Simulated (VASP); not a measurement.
VASP ran on this input.

**INCAR**
```
ISMEAR  =  1   # Methfessel-Paxton
NSW  =  40   # most ionic steps
LMAXMIX  =  4   # l cut-off of mixed one-centre charges
EDIFF  =  1E-6   # SCF stop (eV)
LWAVE  =  F
PREC  =  Accurate
ALGO  =  Normal   # blocked Davidson
ENCUT  =  500   # plane-wave cut-off (eV)
LCHARG  =  F
ISIF  =  3   # ions, shape and volume
NELM  =  100   # most electronic steps
IBRION  =  2   # conjugate gradients
SIGMA  =  0.1
SYSTEM  =  Mg2Sn
LREAL  =  F   # projection in real space or not
EDIFFG  =  -0.02
LASPH  =  T   # aspherical one-centre terms
```

POSCAR:
```
Mg2Sn
1
   -0.0000000000     3.3253102027     3.3253102027
    3.3253102027     0.0000000000     3.3253102027
    3.3253102027     3.3253102027    -0.0000000000
Mg Sn
2 1
Direct
  0.2500000000   0.2500000000   0.2500000000
  0.7500000000   0.7500000000   0.7500000000
  0.0000000000   0.0000000000   1.0000000000
```

KPOINTS:
```
Automatic mesh
0
Gamma
8 8 8
0 0 0
```

POTCAR, in this order: Mg Sn_d (LDA.64 set). Program: vasp_std.

Question: Write an equivalent input for Ansatz.

Answer: One equivalent input (not run):
Ansatz 0.2 input:
```yaml
crystal:
  lattice:
    - [0.0000000, 3.3253102, 3.3253102]
    - [3.3253102, 0.0000000, 3.3253102]
    - [3.3253102, 3.3253102, 0.0000000]
  atoms:
    - { symbol: Mg, position: [0.2500000, 0.2500000, 0.2500000] }
    - { symbol: Mg, position: [0.7500000, 0.7500000, 0.7500000] }
    - { symbol: Sn, position: [0.0000000, 0.0000000, 1.0000000] }
kpoints:
  mp_grid: { grid: [8, 8, 8] }
hamiltonian:
  xc: lda
  pseudopotentials: { kind: paw }
scf:
  occupations: { method: methfessel_paxton, width: 0.1 }
  max_iter: 100
relax:
  max_steps: 40
  f_tol: 0.02
  cell: {}
output: { forces: true, stress: true, eigenvalues: true }
```
Limits of the translation: each code has its own PAW files, so the cut-off isn't converted (ENCUT is set for VASP's; basis.ecutwfc is left out, and Ansatz then takes the one that its files recommend); Ansatz stops its SCF on the density residual and VASP on the energy change (EDIFF); Ansatz's lda is the Perdew-Wang form, while the LDA potentials of VASP carry Perdew-Zunger's.

The compound is Mg2Sn in the antifluorite structure. It was relaxed first.
